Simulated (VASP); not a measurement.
```
SnO
1.0
    3.80000     0.00000     0.00000
    0.00000     3.80000     0.00000
    0.00000     0.00000     4.84000
Sn O
2 2
Direct
  0.50000   0.00000   0.76200
  0.00000   0.50000   0.23800
  0.50000   0.50000   0.00000
  0.00000   0.00000   0.00000
```

All values below come from PBE GGA, VASP's PBE PAW potentials (set 64) (plane waves; VASP). Run with 400 eV cut-off, 5×5×4 Γ-centred mesh, Fermi-Dirac smearing of 0.010 eV, potentials Sn_d O.

At this cut-off the stress carries a Pulay error, which pulls relaxed volumes low.

### Question
Give the force on each atom (eV/Å).

### Answer

| atom | Fx | Fy | Fz |
|---|---|---|---|
| Sn1 | 0.000 | 0.000 | -0.463 |
| Sn2 | 0.000 | 0.000 | 0.463 |
| O3 | 0.000 | 0.000 | 0.000 |
| O4 | 0.000 | 0.000 | 0.000 |

### Question
Give the stress tensor in GPa (positive for a compressed cell).

### Answer

```
2.31  0.00  0.00
0.00  2.31  0.00
0.00  0.00  1.06
```
The pressure is its mean diagonal, 1.90 GPa.

The structure is a typed SnO crystal (P4/nmm). The cell was not relaxed at this level.
